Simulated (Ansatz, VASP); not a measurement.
# WS2 (Tungstenite): VASP beside Ansatz

Aim: how closely do two programs agree when they are given the same cell, functional and k mesh? The cell is taken from a series of runs on this material, whose earlier steps may have relaxed, scaled, displaced or heated it; both programs get it as it stands.

Calculated with Ansatz 0.2.0; plane waves, with VASP 6.6.1 beside it; dielectric response at LDA and dielectric response at PBEsol.

### Step 1. Set-up

The structure is hexagonal, space group P6_3/mmc (No. 194). The conventional cell has a = 3.180 Å, b = 3.180 Å, c = 12.500 Å, α = 90.00°, β = 90.00°, γ = 120.00°. Nearest to W lie 6 S at 2.41 Å. S has 3 W at 2.41 Å nearest. Farther neighbours and most contacts between anions are not listed.

As a file:

```cif
data_structure
_symmetry_space_group_name_H-M 'P6_3/mmc'
_symmetry_Int_Tables_number 194
_cell_length_a 3.1800
_cell_length_b 3.1800
_cell_length_c 12.5000
_cell_angle_alpha 90.000
_cell_angle_beta 90.000
_cell_angle_gamma 120.000
_cell_volume 109.47
loop_
_atom_site_label
_atom_site_type_symbol
_atom_site_symmetry_multiplicity
_atom_site_Wyckoff_symbol
_atom_site_fract_x
_atom_site_fract_y
_atom_site_fract_z
_atom_site_occupancy
W1 W 2 c 0.33333 0.66667 0.25000 1
S1 S 4 f 0.33333 0.66667 0.62500 1
```

### Step 2. Ansatz: dielectric response, LDA

Ansatz runs on its default PAW (the set named soft_2) files.

The response to a field tests empty states and converges slowly with the mesh.

Contents of input.yaml:

```yaml
crystal:
  lattice:
    - [3.18, 0.0, 0.0]
    - [-1.59, 2.753960784, 0.0]
    - [0.0, 0.0, 12.5]
  atoms:
    - { symbol: W, position: [0.3333333333, 0.6666666667, 0.25] }
    - { symbol: W, position: [0.6666666667, 0.3333333333, 0.75] }
    - { symbol: S, position: [0.3333333333, 0.6666666667, 0.625] }
    - { symbol: S, position: [0.6666666667, 0.3333333333, 0.125] }
    - { symbol: S, position: [0.3333333333, 0.6666666667, 0.875] }
    - { symbol: S, position: [0.6666666667, 0.3333333333, 0.375] }
kpoints:
  mp_grid: { grid: [9, 9, 2] }
hamiltonian:
  xc: lda
scf:
  occupations: { method: fixed }
dielectric: {}
```

On the command line:

```
$ ansatz run input.yaml --threads 2 --pin off --max-ram 92160MiB --backend cuda --devices 1 --max-vram 13GiB --events-out ev --progress --plain --runs-dir out
```

Numbers of over 12 decimals in the logs are rounded to 6 here.

The program printed:

```text
GPUs: using 1 of 1 available (devices: 1).
Engine: ansatz 0.2.0, x86_64-unknown-linux-gnu
Pseudopotentials: kind: paw
Pseudopotential: W, paw, valence charge 14, recommended cutoff 420 eV (normal), W.paw.azcp
Pseudopotential: S, paw, valence charge 6, recommended cutoff 420 eV (normal), S.paw.azcp
Functional definition: SPW92
  exchange = slater_x
  correlation = pw_c
device memory: the entry about to start is reckoned to put 2.5 GiB on a device that reports 56.9 GiB free (of which the cap on the GPU budget leaves the run 13.0 GiB)
GPU FFT provider: cuFFT
GPU libraries: cuBLAS 13.8.2, cuFFT 12.4.0, cuSOLVER 12.3.4
Crystal: 6 atoms, lattice volume = 109.470 Å³
Basis set: ecut = 420 eV, 2129 PW (Γ), exchange–correlation on 48×48×180 points (8 copies of the dense FFT grid, shifted against one another)
Bands: 32, of which v1, the nominal top of the filled ones, is band 26 counted from 1 (25 counted from 0)
Symmetry: 24 space group operations
k-points: 50 of 162 (irreducible under 2 space group operations, time reversal used)
Non-local potential: W, projectors of the file, l = 0: 3, l = 1: 2, l = 2: 2, l = 3: 1
Non-local potential: S, projectors of the file, l = 0: 2, l = 1: 2, l = 2: 2
PAW form: soft (Blöchl's): semilocal exchange-correlation on the pseudo side does not see the compensation charge
PAW frozen core: W, regenerated for the run's functional, and the local potential with it (the file was generated under x = pbe(κ = 0.804, μ = 0.219515), c = pbe(β = 0.066725))
PAW frozen core: S, regenerated for the run's functional, and the local potential with it (the file was generated under x = pbe(κ = 0.804, μ = 0.219515), c = pbe(β = 0.066725))
PAW one-centre angular grid: W, 590 points (default); XC on 64 Gauss nodes
PAW one-centre angular grid: S, 110 points (default); XC on 64 Gauss nodes
Initial density: superposition of atomic densities (neutral atoms: chi_scale 0, normalization atom), corrected by the library's trained network
Initial wavefunctions: pseudopotential atomic-orbital guess
GPU buffer pool allocated for 51840 grid points (all kernels)
GPU transforms: local potential and band sums: pruned to the plane-wave sphere, on 24×24×90
Functional: x = slater, c = lda
SCF iter   1: F=—  HF=-23743.323545 eV  |F-HF|=—  |Δ(HF+E_count)|=         —  Δρ=1.00e-2  dr2=1.86e-1  ethr=1.77e-3  ⟨swp⟩=5.0  Hψ=6469  notcnv=0  defer=161
preconditioner: auto → Resta (q_TF=auto, 2.410 Å⁻¹)  ε∞=7.7  [insulator: Δε(μ)=1.050 eV  Ē_g=8.236 eV  n_scr=26 (ndim 8)  ℏωp=21.3 eV  f_vac=0.025  ε∞_Penn≈7.7]
SCF iter   2: F=—  HF=-23743.296136 eV  |F-HF|=—  |Δ(HF+E_count)|=   2.74e-2  Δρ=3.94e-3  dr2=7.85e-3  ethr=3.58e-4  ⟨swp⟩=2.1  Hψ=2222  notcnv=0  defer=190
SCF iter   3: F=—  HF=-23743.295659 eV  |F-HF|=—  |Δ(HF+E_count)|=   4.77e-4  Δρ=2.20e-3  dr2=2.39e-3  ethr=1.51e-5  ⟨swp⟩=2.0  Hψ=2197  notcnv=0  defer=198
SCF iter   4: F=—  HF=-23743.295704 eV  |F-HF|=—  |Δ(HF+E_count)|=   4.42e-5  Δρ=7.39e-4  dr2=3.26e-4  ethr=4.60e-6  ⟨swp⟩=1.0  Hψ=1550  notcnv=0  defer=190
SCF iter   5: F=—  HF=-23743.295658 eV  |F-HF|=—  |Δ(HF+E_count)|=   4.60e-5  Δρ=1.21e-4  dr2=1.88e-5  ethr=6.28e-7  ⟨swp⟩=1.7  Hψ=2150  notcnv=0  defer=102
SCF iter   6: F=—  HF=-23743.295587 eV  |F-HF|=—  |Δ(HF+E_count)|=   7.04e-5  Δρ=1.35e-5  dr2=3.33e-7  ethr=3.61e-8  ⟨swp⟩=2.2  Hψ=2148  notcnv=0  defer=58
SCF iter   7: F=—  HF=-23743.295738 eV  |F-HF|=—  |Δ(HF+E_count)|=   1.51e-4  Δρ=2.63e-6  dr2=1.06e-8  ethr=6.40e-10  ⟨swp⟩=2.1  Hψ=2320  notcnv=0  defer=50
SCF iter   8: F=—  HF=-23743.295738 eV  |F-HF|=—  |Δ(HF+E_count)|=   3.24e-9  Δρ=3.39e-7  dr2=1.44e-10  ethr=2.05e-11  ⟨swp⟩=2.0  Hψ=2391  notcnv=0  defer=50
SCF iter   9: F=-23743.295738 eV  HF=-23743.295738 eV  |F-HF|=0.00e0  |Δ(HF+E_count)|=  1.24e-10  Δρ=8.14e-8  dr2=1.05e-11  ethr=1.00e-12  ⟨swp⟩=6.5  Hψ=5342  notcnv=0
SCF 1 converged in 9 iterations: F = -23743.295738 eV  dr2 = 1.05e-11
  greatest PAW one-centre occupation: 1.000 electrons in one spin orbital (limit 2), on the W atom at site 0 (counted from 0), in its partial waves of l = 0
the response reads at least the filled bands of the reference SCF and the lowest empty band at each k-point, and that SCF's band table does not vouch for those bands. The notice of the band table in this run's record says why
device memory: the entry about to start is reckoned to put 0.5 GiB on a device that reports 56.7 GiB free (of which the cap on the GPU budget leaves the run 12.9 GiB)
NSCF: frozen V_eff on 1 k-points
device memory: the entry about to start is reckoned to put 0.5 GiB on a device that reports 56.7 GiB free (of which the cap on the GPU budget leaves the run 12.9 GiB)
NSCF: frozen V_eff on 1 k-points
device memory: the entry about to start is reckoned to put 0.5 GiB on a device that reports 56.7 GiB free (of which the cap on the GPU budget leaves the run 12.9 GiB)
NSCF: frozen V_eff on 1 k-points
device memory: the entry about to start is reckoned to put 0.5 GiB on a device that reports 57.0 GiB free (of which the cap on the GPU budget leaves the run 12.9 GiB)
NSCF: frozen V_eff on 1 k-points
device memory: the entry about to start is reckoned to put 0.1 GiB (of the 0.2 GiB reckoned in all, the device holds 0.1 GiB already) on a device that reports 57.6 GiB free (of which the cap on the GPU budget leaves the run 12.9 GiB)
device memory: the entry about to start is reckoned to put 1.4 GiB (of the 1.5 GiB reckoned in all, the device holds 0.1 GiB already) on a device that reports 57.6 GiB free (of which the cap on the GPU budget leaves the run 12.9 GiB)
DFPT response loops at Γ: preconditioner auto → Resta (q_TF=auto, 2.410 Å⁻¹)  ε∞=7.5 (no band partly filled); β = 1.00, the filter's whole step (`scf.mixing.beta` (0.50) is not read by the response loops at its default; to damp them type it under 1.00, their step now; it binds the ground state too); Broyden in place of MSR1
── the response to a field inside a basis, on 10×10×2 k-points: an SCF that follows is theirs, and a resumed run solves both again ──
device memory: the entry about to start is reckoned to put 0.3 GiB on a device that reports 53.9 GiB free (of which the cap on the GPU budget leaves the run 12.9 GiB)
GPU FFT provider: cuFFT
GPU libraries: cuBLAS 13.8.2, cuFFT 12.4.0, cuSOLVER 12.3.4
Bands: 27, of which v1, the nominal top of the filled ones, is band 26 counted from 1 (25 counted from 0)
k-points: 30 of 200 (irreducible under 8 space group operations)
Initial density: handed on by an earlier stage of this run
Initial wavefunctions: pseudopotential atomic-orbital guess (no wavefunctions were taken with the density)
GPU buffer pool allocated for 51840 grid points (all kernels)
GPU transforms: band sums: pruned to the plane-wave sphere, on 24×24×90
Eigensolver: Dense (30 Hₖ)
SCF iter   1: F=—  HF=-23743.250263 eV  |F-HF|=—  |Δ(HF+E_count)|=         —  Δρ=2.49e-4  dr2=1.56e-5  ethr=1.00e-1
preconditioner: auto → Resta (q_TF=auto, 2.410 Å⁻¹)  ε∞=8.9  [insulator: Δε(μ)=1.238 eV  Ē_g=7.596 eV  n_scr=26 (ndim 8)  ℏωp=21.3 eV  f_vac=0.015  ε∞_Penn≈8.9]
SCF iter   2: F=—  HF=-23743.250266 eV  |F-HF|=—  |Δ(HF+E_count)|=   3.79e-6  Δρ=1.37e-4  dr2=5.14e-6  ethr=3.01e-8
SCF iter   3: F=—  HF=-23743.250268 eV  |F-HF|=—  |Δ(HF+E_count)|=   1.59e-6  Δρ=8.30e-6  dr2=1.30e-7  ethr=9.89e-9
SCF iter   4: F=-23743.250268 eV  HF=-23743.250268 eV  |F-HF|=7.96e-9  |Δ(HF+E_count)|=   6.78e-9  Δρ=4.38e-6  dr2=2.15e-8  ethr=2.50e-10
SCF 1 converged in 4 iterations: F = -23743.250268 eV  dr2 = 2.15e-8
  greatest PAW one-centre occupation: 1.000 electrons in one spin orbital (limit 2), on the W atom at site 1 (counted from 0), in its partial waves of l = 0
device memory: the entry about to start is reckoned to put 0.1 GiB (of the 0.1 GiB reckoned in all, the device holds 0.1 GiB already) on a device that reports 53.6 GiB free (of which the cap on the GPU budget leaves the run 12.9 GiB)
device memory: the entry about to start is reckoned to put 1.6 GiB on a device that reports 53.6 GiB free (of which the cap on the GPU budget leaves the run 12.8 GiB)
DFPT response loops at Γ: preconditioner auto → Resta (q_TF=auto, 2.410 Å⁻¹)  ε∞=7.0 (no band partly filled); β = 1.00, the filter's whole step (`scf.mixing.beta` (0.50) is not read by the response loops at its default; to damp them type it under 1.00, their step now; it binds the ground state too); Broyden in place of MSR1
SCF converged after 9 iterations
Free energy (F): -23743.295738 eV
Harris-Foulkes:  -23743.295738 eV  (|F-HF|=0.00e0)
Internal energy: -23743.295738 eV  (E = F + TS)
E sigma→0 (E₀):  -23743.295738 eV
Fermi energy:    10.993963 eV
--- Per-component energies (eV) ---
  E_band       = -408.612822
  E_kinetic    = 1333.455064
  E_local      = -3659.624423  (includes V_loc(G=0)·N_el)
  E_nonlocal   = 130.250898
  E_hartree    = 1450.578346
  E_xc         = -916.852361
  E_vxc        = -831.069429  (∫ρ·V_xc dr)
  E_paw        = -18894.519112  (= ΣΔE_a)
  E_vpaw       = -282.781616  (= ΣTr[D̂ρ^β])
  E_aug_tail   = -0.000129  (compensation charges beyond the density's cutoff)
  E_ewald      = -3187.763116
  E_core_change = 1.179096  (= ΣΔE_core)
  E_smearing   = -0.000000  (= −TS)
  E_closure    = -0.000000  (closes the sum)
  Σ components = -23743.295738   (vs F -23743.295738, Δ=0.00e0)
--- Band table (eV; the first three rows and the last of 50) ---
  k-point 0: bands = [... 22 lower, 8.7349, 9.4767, 9.8469, 10.9940, 13.2210, 13.2210, 13.2288, 13.2288, ... 2 higher]
  k-point 1: bands = [... 22 lower, 8.7136, 8.7136, 10.6882, 10.6882, 13.2183, 13.2183, 13.2183, 13.2183, ... 2 higher]
  k-point 2: bands = [... 22 lower, 8.7721, 9.6741, 9.8514, 10.6120, 12.9079, 13.0536, 13.1443, 13.1726, ... 2 higher]
  k-point 49: bands = [... 22 lower, 8.6799, 8.6799, 9.5648, 9.5648, 12.5596, 12.5596, 13.4126, 13.4126, ... 2 higher]
--- Dielectric response (ions clamped): 3 representative field directions + reference, inside a basis on a mesh of 200 k-points (Σ response iterations 12) ---
  ε∞ (high-frequency dielectric tensor):
       13.951504     0.000000    -0.000000
        0.000000    13.951504     0.000000
       -0.000000     0.000000     5.915135
  Born effective charges Z* (e; rows j = field, columns β = displacement):
    site 0:
        -0.63093   -0.00000    0.00000
        -0.00000   -0.63093   -0.00000
        -0.00000    0.00000   -0.49430
    site 1:
        -0.63093   -0.00000    0.00000
        -0.00000   -0.63093   -0.00000
        -0.00000    0.00000   -0.49430
    site 2:
         0.31546    0.00000   -0.00000
         0.00000    0.31546    0.00000
        -0.00000    0.00000    0.24715
    site 3:
         0.31546    0.00000   -0.00000
         0.00000    0.31546   -0.00000
         0.00000   -0.00000    0.24715
    site 4:
         0.31546    0.00000    0.00000
         0.00000    0.31546   -0.00000
        -0.00000   -0.00000    0.24715
    site 5:
         0.31546   -0.00000   -0.00000
        -0.00000    0.31546    0.00000
         0.00000    0.00000    0.24715
  Z* charge neutrality: 1.682e-2 e pre-enforcement
  solved inside a basis spanned on kpoints, on 10×10×2 k-points, its susceptibility summed on 24×24×6: ε∞ is read to err by 5.9e-2, Z* by 1.9e-2 e (field_mesh: kpoints solves on kpoints); Z* is corrected for what the basis lacks
```

The column dr2 measures how far the density is from self-consistency, as an energy; F and HF (Harris–Foulkes) agree once it is small.

(Part 1 of 3 ends here.)

[Lines on the potential files, build, host, timing and source positions are cut from VASP's logs without a mark.]

[Logs are printed without paths, hosts, clocks, repeated set-up lines and the standing remarks that a program may print on its own settings, such as how far it seeks lower states.]

[Hosts, paths, dates, database ids (printed as entryN), source tags and the programs' standing remarks are cut or masked in the printed files.]
